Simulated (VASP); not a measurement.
Here is the system:

```
Ca
1.0
    0.00000     2.50329     2.50329
    2.50329     0.00000     2.50329
    2.50329     2.50329     0.00000
Ca
1
Direct
  0.00000   0.00000   0.00000
```

Method: LDA (Ceperley-Alder, Perdew-Zunger), VASP's LDA PAW potentials (set 64) (plane waves; VASP). Settings: 500 eV cut-off, 9×9×9 Γ-centred mesh, Gaussian smearing of 0.050 eV, potentials Ca_sv.

Energy and stress use the plane-wave basis of the starting cell.

Task: The ions, cell shape and volume at an external pressure of 10.0 GPa are relaxed. Give the cell that the relaxation ends in.

Result: 
```
Ca
1.0
    0.00000     2.40590     2.40590
    2.40590     0.00000     2.40590
    2.40590     2.40590     0.00000
Ca
1
Direct
  0.00000   0.00000   0.00000
```
Space group Fm-3m (225), at a tolerance of 0.03 Å.

Task: How do energy and volume change from the first to the last step?

Result: The energy (σ→0) changes by +161.3 meV/atom and the volume by -11.2 %, in 3 ionic steps.

The compound is Ca in the fcc structure. This run relaxes it under an external pressure of 10 GPa. Symmetry was kept, so distortions that lower it aren't found.
